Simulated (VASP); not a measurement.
**1T-PtS2 monolayer and its bilayer**

Aim: relax 1T-PtS2 monolayer, place its levels against the vacuum, then find how two sheets stack and bind.

Program: VASP 6.6.1. Level of theory: PBE with D3(BJ); plane waves and PAW (Pt, S), in the first sound run; inputs show where later runs differ. Results are calculated unless marked as measured.

Most raw output is cut from this account.

## 1. Set-up

The cell holds 3 atoms: 1 Pt and 2 S. Cell: a = 3.570 Å, b = 3.570 Å, c = 22.000 Å, α = 90.0°, β = 90.0°, γ = 120.0°. Vacuum lies along c.

Structure file:

```xyz
3
Lattice="3.5700 0.0000 0.0000 -1.7850 3.0917 0.0000 0.0000 0.0000 22.0000" Properties=species:S:1:pos:R:3
Pt    0.0000    0.0000   11.0000
S     0.0000    2.0611    9.7000
S     1.7850    1.0306   12.3000
```

## 2. Relaxing the monolayer

The sheet's cell relaxes in its plane with the atoms, while the vacuum is kept.

INCAR reads:

```
SYSTEM = PtS2
PREC = Normal
ENCUT = 350
EDIFF = 1E-06
NELM = 120
ISMEAR = 0
SIGMA = 0.03
LREAL = .FALSE.
ALGO = Normal
GGA = PE
IVDW = 12
NBANDS = 17
LASPH = .TRUE.
LORBIT = 11
LWAVE = .FALSE.
LCHARG = .FALSE.
KPAR = 4
IBRION = 2
NSW = 50
ISIF = 3
EDIFFG = -0.015
POTIM = 0.4
IDIPOL = 3
LDIPOL = .TRUE.
DIPOL = 0.5 0.5 0.5
LATTICE_CONSTRAINTS = .TRUE. .TRUE. .FALSE.
```

POSCAR reads:

```
PtS2
1.0
    3.5700000000      0.0000000000      0.0000000000
   -1.7850000000      3.0917106915      0.0000000000
    0.0000000000      0.0000000000     22.0000000000
Pt S
1 2
Direct
    0.0000000000      0.0000000000      0.5000000000
    0.3333333333      0.6666666667      0.4409090909
    0.6666666667      0.3333333333      0.5590909091
```

KPOINTS reads:

```
Automatic mesh
0
Gamma
12 12 1
0 0 0
```

The projector-augmented-wave data sets are Pt and S (PBE family, release 64).

The run is started by

```bash
$ mpirun -np 4 vasp_std
```

Elapsed: 29 s, on 4 MPI ranks of AMD EPYC 7R43, shared host; peak memory 0.68 GiB.

The gap is read on the k-mesh alone, so it is an upper bound where the band edges lie off the mesh. The run keeps the 12 symmetry operations of its start, so it cannot find a distortion of lower symmetry.

Relaxation path:

| step | energy less that of the first step (eV) | largest force (eV/Å) | pressure (GPa) | volume (Å³) |
| --- | --- | --- | --- | --- |
| 1 | 0.0000 | 0.9118 | -1.64 | 242.82 |
| 2 | -0.0332 | 0.3278 | 1.31 | 227.49 |
| 3 | -0.0693 | 0.2320 | -0.04 | 233.66 |
| 4 | -0.0738 | 0.1741 | -0.03 | 234.70 |
| 5 | -0.0799 | 0.0016 | -0.01 | 237.83 |

| cell as run | before | after | change |
| --- | --- | --- | --- |
| a (Å) | 3.570 | 3.533 | -1.0 % |
| b (Å) | 3.570 | 3.533 | -1.0 % |

The atoms that moved most (Å, along periodic axes as changes of fractional coordinates times the final cell, across vacuum about the mean position):

| atom | dx | dy | dz | length |
| --- | --- | --- | --- | --- |
| S2 | 0.000 | 0.000 | 0.057 | 0.057 |
| S3 | 0.000 | 0.000 | -0.057 | 0.057 |

The relaxed structure:

```xyz
3
Lattice="3.5331 0.0000 0.0000 -1.7666 3.0598 0.0000 0.0000 0.0000 22.0000" Properties=species:S:1:pos:R:3
Pt    0.0000    0.0000   11.0000
S     0.0000    2.0398    9.7566
S     1.7666    1.0199   12.2434
```

Numbers from this step:

```
electronic cycles              : 52
electrons                      : 22
free energy (TOTEN)            : -16.28 eV
Fermi energy                   : -3.376 eV
metallic                       : no
dipole moment                  : 0, 0, 0 e·Å
gap on the k-mesh              : 1.836 eV
least direct gap on the k-mesh : 1.987 eV
```

The run ended after 5 ionic steps, 0.080 eV below its first step, once forces and stress met EDIFFG = -0.015.

## 3. A second relaxation

The plane waves were chosen for the start cell, so the relaxation is repeated from its end.

INCAR: that of step 2 with these lines changed.

```diff
@@ -18,3 +18,3 @@
 IBRION = 2
-NSW = 50
+NSW = 30
 ISIF = 3
```

POSCAR reads:

```
PtS2
1.0
    3.5331162050      0.0000000000      0.0000000000
   -1.7665581025      3.0597683881      0.0000000000
    0.0000000000      0.0000000000     22.0000000000
Pt S
1 2
Direct
    0.0000000000      0.0000000000      0.5000000000
    0.3333333333      0.6666666667      0.4434817369
    0.6666666667      0.3333333333      0.5565182631
```

KPOINTS is that of step 2.

The run is started by

```bash
$ mpirun -np 4 vasp_std
```

Elapsed: 12 s, on 4 MPI ranks; peak memory 0.68 GiB; 46 s of CPU time.

Little changed from the start: no atom moved by 0.005 Å and no cell edge by 0.1 %.

This step gave:

| Property | Result |
| --- | --- |
| electronic cycles | 21 |
| Fermi energy | -3.384 eV |
| least direct gap on the k-mesh | 1.988 eV |

The start already met the threshold, so nothing moved.

## 4. Potential and states of the slab

A static run writes the electrostatic potential without exchange and correlation (LVHAR), which is flat in the vacuum and gives the level to count from. The dipole correction cancels the field that unlike faces would set up across the vacuum.

INCAR reads:

```
SYSTEM = PtS2
PREC = Normal
ENCUT = 350
EDIFF = 1E-06
NELM = 120
ISMEAR = 0
SIGMA = 0.03
LREAL = .FALSE.
ALGO = Fast
GGA = PE
IVDW = 12
NBANDS = 17
LASPH = .TRUE.
LORBIT = 11
LWAVE = .FALSE.
LCHARG = .TRUE.
IDIPOL = 3
LDIPOL = .TRUE.
DIPOL = 0.5 0.5 0.5
LVHAR = .TRUE.
LVACPOTAV = .TRUE.
NEDOS = 1500
LELF = .TRUE.
```

POSCAR is that of step 3.

KPOINTS is that of step 3.

KPOINTS_OPT reads:

```
Line mode
14
Line-mode
Reciprocal
  0.00000000   0.00000000   0.00000000 GAMMA
  0.50000000   0.00000000   0.00000000 M

  0.50000000   0.00000000   0.00000000 M
  0.33333333   0.33333333   0.00000000 K

  0.33333333   0.33333333   0.00000000 K
  0.00000000   0.00000000   0.00000000 GAMMA
```

The run is started by

```bash
$ mpirun -np 4 vasp_std
```

Run time: 22 s. Hardware: 4 MPI ranks; peak memory 0.53 GiB; 84 s of CPU time.

Numbers from this step:

```yaml
fermi_energy: -3.392 eV
least_gap_on_mesh_and_path: 1.820 eV
least_direct_gap_on_mesh_and_path: 1.939 eV
vacuum_levels: 2.813, 2.813 eV
ionisation_potentials_of_the_upper_and_lower_face: 6.337, 6.337 eV
electron_affinities_of_the_upper_and_lower_face: 4.517, 4.517 eV
```

The electronic bands at the labelled points (eV, zero at the valence-band top; v1 is the highest filled band, c1 the lowest empty one):

| point | v4 | v3 | v2 | v1 | c1 | c2 | c3 | c4 |
| --- | --- | --- | --- | --- | --- | --- | --- | --- |
| Γ | -0.83 | -0.71 | -0.22 | -0.22 | 3.27 | 3.27 | 5.44 | 5.81 |
| 0.46 of the way | -1.98 | -0.33 | -0.27 | -0.12 | 1.82 | 2.83 | 6.38 | 6.63 |
| M | -2.12 | -1.95 | -1.67 | -1.44 | 2.92 | 3.04 | 5.56 | 6.78 |
| 0.46 of the way | -2.23 | -2.20 | -1.14 | -0.78 | 2.39 | 2.73 | 6.19 | 7.75 |
| K | -2.45 | -2.30 | -0.69 | -0.69 | 2.20 | 2.20 | 6.91 | 9.01 |
| 0.46 of the way | -2.06 | -0.98 | -0.60 | -0.01 | 2.04 | 2.35 | 6.95 | 7.12 |
| Γ | -0.83 | -0.71 | -0.22 | -0.22 | 3.27 | 3.27 | 5.44 | 5.81 |

Of the projections kept (Pt, S), the largest for each band there; the rest of the weight can lie on other orbitals:

| point | v4 | v3 | v2 | v1 | c1 | c2 | c3 | c4 |
| --- | --- | --- | --- | --- | --- | --- | --- | --- |
| Γ | Pt 0.76 | S 0.99 | S 0.90 | S 0.90 | S 0.58 | S 0.58 | S 0.63 | Pt 0.75 |
| M | Pt 0.91 | S 0.78 | Pt 0.86 | S 0.88 | Pt 0.54 | S 0.55 | Pt 0.72 | Pt 0.59 |
| K | Pt 0.99 | S 0.76 | Pt 0.71 | Pt 0.71 | Pt 0.54 | Pt 0.54 | Pt 0.63 | Pt 0.65 |
| Γ | Pt 0.76 | S 0.99 | S 0.90 | S 0.90 | S 0.58 | S 0.58 | S 0.63 | Pt 0.75 |

Zero at the Fermi level. Table of planar average of the electrostatic potential by height:

height (Å), planar average of the electrostatic potential (eV) and a bar from the least value:
```
      0.0        6.2 ##############################
      0.5        6.2 ##############################
      1.0        6.2 ##############################
      1.5        6.2 ##############################
      2.0        6.2 ##############################
      2.5        6.2 ##############################
      3.0        6.2 ##############################
      3.5        6.2 ##############################
      4.0        6.2 ##############################
      4.5        6.2 ##############################
      5.0        6.2 ##############################
      5.5        6.2 ##############################
      6.0        6.2 ##############################
      6.5        6.2 ##############################
      7.0        6.2 ##############################
      7.5        6.2 ##############################
      8.0        6.0 ##############################
      8.5        5.3 #############################
      9.0        2.1 #######################
      9.5       -8.2 #######
     10.0      -10.5 ###
     10.5       -9.8 ####
     11.0      -12.5 
     11.5       -9.8 ####
     12.0      -10.5 ###
     12.5       -8.2 #######
     13.0        2.1 #######################
     13.5        5.3 #############################
     14.0        6.0 ##############################
     14.5        6.2 ##############################
     15.0        6.2 ##############################
     15.5        6.2 ##############################
     16.0        6.2 ##############################
     16.5        6.2 ##############################
     17.0        6.2 ##############################
     17.5        6.2 ##############################
     18.0        6.2 ##############################
     18.5        6.2 ##############################
     19.0        6.2 ##############################
     19.5        6.2 ##############################
     20.0        6.2 ##############################
     20.5        6.2 ##############################
     21.0        6.2 ##############################
     21.5        6.2 ##############################
```

Density of states in the PAW spheres, an atom over height of the layer and energy from the Fermi level.

Ten even steps from '_' (0.00 states/eV) to '@' (2.62 states/eV), each cell a mean:
```
______
__..__
--++--
..--..
..++..
..--..
..%%..
..@@..
__..__
__==__
..**..
::##::
__--__
..==..
..**..
::@@::
..--..
__..__
______
______
______
______
```
Columns: height of the layer (Å) from 9.8 to 12.2; rows upwards: energy from the Fermi level (eV) from -7.9 to 0.5.

ELF in the ca plane at fractional y = 0.000, with atoms of Pt within 0.2 Å of it. It is the smooth field of the valence electrons, not physical close to the nuclei.

Values, 5 rows by 16 columns, each cell a mean:
```
0.00 0.00 0.00 0.00 0.00 0.01 0.05 0.26 0.15 0.25 0.16 0.02 0.02 0.00 0.00 0.00
0.00 0.00 0.00 0.00 0.01 0.06 0.35 0.52 0.32 0.41 0.50 0.21 0.07 0.00 0.00 0.00
0.00 0.00 0.00 0.00 0.03 0.14 0.55 0.66 0.29 0.46 0.67 0.37 0.05 0.00 0.00 0.00
0.00 0.00 0.00 0.00 0.03 0.03 0.21 0.40 0.31 0.36 0.36 0.12 0.03 0.00 0.00 0.00
0.00 0.00 0.00 0.00 0.00 0.00 0.03 0.26 0.12 0.24 0.14 0.01 0.00 0.00 0.00 0.00
```
Columns run along c (16.0 Å, from fractional 0.11 to 0.84 of the cell), rows up along a (3.5 Å). Atoms in or near the plane, at fractional coordinates: Pt at (0.50, 0.00).

Valence density in the ca plane at fractional y = 0.000, with atoms of Pt within 0.2 Å of it. It is the smooth field of the valence electrons, not physical close to the nuclei.

Ten steps, logarithmic in the rise over the least value, from '0' (0.0 e/Å³) to '9' (3.4 e/Å³), each cell a mean:
```
00000000000000000012358999853210000000000000
00000000000000000012356787653210000000000000
00000000000000000123455665554321000000000000
00000000000000000134555444555421000000000000
00000000000000000134555444555431000000000000
00000000000000000123455555554321000000000000
00000000000000000113456776654311000000000000
00000000000000000012357898753210000000000000
00000000000000000012368999863210000000000000
```
Columns run along c (16.0 Å, from fractional 0.11 to 0.84 of the cell), rows up along a (3.5 Å). Atoms in or near the plane, at fractional coordinates: Pt at (0.50, 0.00).

The map of layer states is cut here 0.5 eV above the Fermi level, so it leaves out the states above that.

The vacuum level lies 6.34 eV above the highest filled level at the upper face; both faces agree, as the slab has next to no dipole.

The program found no field-free point at its default tolerance, but its printed level agrees with the flat part of the planar average.

## 5. The slab in a field, field -0.1

A field across the slab, with the atoms held, gives the electronic response: the dipole changes linearly with the field, and the energy has a linear term from the slab's own dipole and a quadratic one from its polarisability.

INCAR: that of step 4 with these lines changed.

```diff
@@ -15,3 +15,4 @@
 LWAVE = .FALSE.
-LCHARG = .TRUE.
+LCHARG = .FALSE.
+KPAR = 4
 IDIPOL = 3
@@ -19,5 +20,2 @@
 DIPOL = 0.5 0.5 0.5
-LVHAR = .TRUE.
-LVACPOTAV = .TRUE.
-NEDOS = 1500
-LELF = .TRUE.
+EFIELD = -0.1
```

POSCAR is that of step 4.

KPOINTS is that of step 4.

The run is started by

```bash
$ mpirun -np 4 vasp_std
```

Run time: 12 s. Hardware: 4 MPI ranks; peak memory 0.66 GiB.

Numbers from this step:

* electronic cycles: 20
* Fermi energy: -3.388 eV
* dipole moment: 0, 0, -0.02664 e·Å

VASP counts the dipole in electrons times Å, so a positive number points the physical dipole along −c. A positive EFIELD is likewise a physical field along −c.

Energy at zero smearing: -16.28067 eV.

## 6. The slab in a field, field 0.1

INCAR: that of step 5 with these lines changed.

```diff
@@ -20,2 +20,2 @@
 DIPOL = 0.5 0.5 0.5
-EFIELD = -0.1
+EFIELD = 0.1
```

POSCAR is that of step 5.

KPOINTS is that of step 5.

The run is started by

```bash
$ mpirun -np 4 vasp_std
```

The job ended after 13 s (4 MPI ranks; peak memory 0.67 GiB).

Numbers from this step:

* electronic cycles: 21
* dipole moment: 0, 0, 0.02663 e·Å
* least direct gap on the k-mesh: 1.987 eV

Energy at zero smearing: -16.28067 eV.

## 7. With spin-orbit coupling

This step: PBE with D3(BJ), spin-orbit coupling; plane waves and PAW (Pt, S) (VASP 6.6.1).

For heavy elements spin-orbit coupling shifts the highest filled levels.

INCAR: that of step 6 with these lines changed.

```diff
@@ -11,5 +11,9 @@
 IVDW = 12
-NBANDS = 17
+LNONCOLLINEAR = .TRUE.
+MAGMOM = 0 0 0 0 0 0 0 0 0
+NBANDS = 34
+GGA_COMPAT = .FALSE.
 LASPH = .TRUE.
-LORBIT = 11
+LSORBIT = .TRUE.
+LMAXMIX = 4
 LWAVE = .FALSE.
@@ -20,2 +24 @@
 DIPOL = 0.5 0.5 0.5
-EFIELD = 0.1
```

POSCAR is that of step 6.

KPOINTS is that of step 6.

KPOINTS_OPT is that of step 4.

The run is started by

```bash
$ mpirun -np 4 vasp_ncl
```

Elapsed: 74 s, on 4 MPI ranks; peak memory 1.7 GiB.

Numbers from this step:

```yaml
electronic_cycles: 18
free_energy_toten: -16.67 eV
fermi_energy: -3.304 eV
least_gap_on_mesh_and_path: 1.770 eV
least_direct_gap_on_mesh_and_path: 1.850 eV
dipole_moment: 0, 0, 0 e·Å
```

On-site spin-orbit energy by atom:

| atom | on-site spin-orbit energy (eV) |
| --- | --- |
| Pt1 | -0.774 |
| S2 | 0.001 |
| S3 | 0.001 |

The electronic bands at the labelled points (eV, zero at the valence-band top; v1 is the highest filled band, c1 the lowest empty one):

| point | v4 | v3 | v2 | v1 | c1 | c2 | c3 | c4 |
| --- | --- | --- | --- | --- | --- | --- | --- | --- |
| Γ | -0.41 | -0.41 | -0.20 | -0.20 | 3.07 | 3.07 | 3.32 | 3.32 |
| 0.46 of the way | -0.32 | -0.32 | -0.08 | -0.08 | 1.77 | 1.77 | 2.77 | 2.77 |
| M | -1.51 | -1.51 | -1.50 | -1.50 | 2.79 | 2.79 | 3.04 | 3.04 |
| 0.46 of the way | -1.22 | -1.22 | -0.80 | -0.80 | 2.30 | 2.30 | 2.71 | 2.71 |
| K | -0.86 | -0.86 | -0.65 | -0.65 | 2.10 | 2.10 | 2.19 | 2.19 |
| 0.46 of the way | -0.72 | -0.72 | -0.02 | -0.02 | 1.97 | 1.97 | 2.30 | 2.30 |
| Γ | -0.41 | -0.41 | -0.20 | -0.20 | 3.07 | 3.07 | 3.32 | 3.32 |

The path shows an indirect gap of 1.77 eV (valence top between Γ and M, conduction bottom between Γ and M). The least direct gap is 1.85 eV.

## 8. A rigid stacking

This step: PBE with D3(BJ); plane waves and PAW (Pt, S) (VASP 6.6.1).

System of this step: bilayer of 1T-PtS2 monolayer. The cell holds 6 atoms: 2 Pt and 4 S. Its edges and angles: a = 3.533 Å, b = 3.533 Å, c = 25.074 Å, α = 90.0°, β = 90.0°, γ = 120.0°. upper sheet same orientation, shifted by (0.00, 0.00). Vacuum lies along c.

Two rigid sheets are set at a typed distance in several high-symmetry stackings, to find where to start. The upper sheet is shifted or turned in the plane and never flipped over.

INCAR reads:

```
SYSTEM = PtS2
PREC = Normal
ENCUT = 350
EDIFF = 1E-05
NELM = 120
ISMEAR = 0
SIGMA = 0.03
LREAL = .FALSE.
ALGO = Fast
GGA = PE
IVDW = 12
NBANDS = 28
LASPH = .TRUE.
LORBIT = 11
LWAVE = .FALSE.
LCHARG = .FALSE.
KPAR = 4
IDIPOL = 3
LDIPOL = .TRUE.
DIPOL = 0.5 0.5 0.5
```

POSCAR reads:

```
PtS2
1.0
    3.5331162050      0.0000000000      0.0000000000
   -1.7665581025      3.0597683881      0.0000000000
    0.0000000000      0.0000000000     25.0736071528
Pt S
2 4
Direct
    0.0000000000      0.0000000000      0.3885919500
    0.0000000000      0.0000000000      0.6114080500
    0.3333333300      0.6666666700      0.3390018800
    0.6666666700      0.3333333300      0.4381820100
    0.3333333300      0.6666666700      0.5618179900
    0.6666666700      0.3333333300      0.6609981200
```

KPOINTS is that of step 7.

The run is started by

```bash
$ mpirun -np 4 vasp_std
```

Run time: 16 s. Hardware: 4 MPI ranks; peak memory 0.76 GiB.

This step gave:

- electronic cycles: 15
- electrons: 44
- free energy (TOTEN): -32.84 eV
- Fermi energy: -0.8528 eV
- gap on the k-mesh: 1.287 eV
- least direct gap on the k-mesh: 1.571 eV

Force by atom:

| atom | x (eV/Å) | y (eV/Å) | z (eV/Å) | size |
| --- | --- | --- | --- | --- |
| Pt1 | 0.000 | 0.000 | 0.133 | 0.133 |
| Pt2 | 0.000 | 0.000 | -0.133 | 0.133 |
| S3 | 0.000 | 0.000 | -0.017 | 0.017 |
| S4 | 0.000 | 0.000 | 0.026 | 0.026 |
| S5 | 0.000 | 0.000 | -0.026 | 0.026 |
| S6 | 0.000 | 0.000 | 0.017 | 0.017 |

Energy at zero smearing: -32.84061 eV.

## 9. A rigid stacking

INCAR is that of step 8.

POSCAR reads:

```
PtS2
1.0
    3.5331162050      0.0000000000      0.0000000000
   -1.7665581025      3.0597683881      0.0000000000
    0.0000000000      0.0000000000     25.0736071528
Pt S
2 4
Direct
    0.0000000000      0.0000000000      0.3885919500
    0.3333333300      0.6666666700      0.6114080500
    0.3333333300      0.6666666700      0.3390018800
    0.6666666700      0.3333333300      0.4381820100
    0.6666666700      0.3333333300      0.5618179900
    0.0000000000      1.0000000000      0.6609981200
```

KPOINTS is that of step 8.

The run is started by

```bash
$ mpirun -np 4 vasp_std
```

Run time: 16 s. Hardware: 4 MPI ranks; peak memory 0.77 GiB; 62 s of CPU time.

Energy at zero smearing: -32.69177 eV.

## 10. A rigid stacking

INCAR is that of step 9.

POSCAR reads:

```
PtS2
1.0
    3.5331162050      0.0000000000      0.0000000000
   -1.7665581025      3.0597683881      0.0000000000
    0.0000000000      0.0000000000     25.0736071528
Pt S
2 4
Direct
    0.0000000000      0.0000000000      0.3885919500
    0.6666666700      0.3333333300      0.6114080500
    0.3333333300      0.6666666700      0.3390018800
    0.6666666700      0.3333333300      0.4381820100
    1.0000000000      0.0000000000      0.5618179900
    0.3333333300      0.6666666700      0.6609981200
```

KPOINTS is that of step 9.

The run is started by

```bash
$ mpirun -np 4 vasp_std
```

Elapsed: 24 s, on 4 MPI ranks; peak memory 0.75 GiB.

Energy at zero smearing: -32.82866 eV.

## 11. A rigid stacking

INCAR is that of step 10.

POSCAR reads:

```
PtS2
1.0
    3.5331162050      0.0000000000      0.0000000000
   -1.7665581025      3.0597683881      0.0000000000
    0.0000000000      0.0000000000     25.0736071528
Pt S
2 4
Direct
    0.0000000000      0.0000000000      0.3885919500
    0.0000000000      0.0000000000      0.6114080500
    0.3333333300      0.6666666700      0.3390018800
    0.6666666700      0.3333333300      0.4381820100
    0.6666666700      0.3333333300      0.5618179900
    0.3333333300      0.6666666700      0.6609981200
```

KPOINTS is that of step 10.

The run is started by

```bash
$ mpirun -np 4 vasp_std
```

Run time: 24 s. Hardware: 4 MPI ranks; peak memory 0.75 GiB.

Energy at zero smearing: -32.67586 eV.

## 12. A rigid stacking

INCAR is that of step 11.

POSCAR reads:

```
PtS2
1.0
    3.5331162050      0.0000000000      0.0000000000
   -1.7665581025      3.0597683881      0.0000000000
    0.0000000000      0.0000000000     25.0736071528
Pt S
2 4
Direct
    0.0000000000      0.0000000000      0.3885919500
    0.3333333300      0.6666666700      0.6114080500
    0.3333333300      0.6666666700      0.3390018800
    0.6666666700      0.3333333300      0.4381820100
    0.0000000000      1.0000000000      0.5618179900
    0.6666666700      0.3333333300      0.6609981200
```

KPOINTS is that of step 11.

The run is started by

```bash
$ mpirun -np 4 vasp_std
```

The job ended after 25 s (4 MPI ranks; peak memory 0.74 GiB).

Energy at zero smearing: -32.84068 eV.

(Part 1 of 2 ends here.)

[Lines on the potential files, build, host, timing and source positions are cut from VASP's logs without a mark.]

[Logs are printed without paths, hosts, clocks, repeated set-up lines and the standing remarks that a program may print on its own settings, such as how far it seeks lower states.]

[Hosts, paths, dates, database ids (printed as entryN), source tags and the programs' standing remarks are cut or masked in the printed files.]

[Runs that stopped without an error message from VASP are left out.]
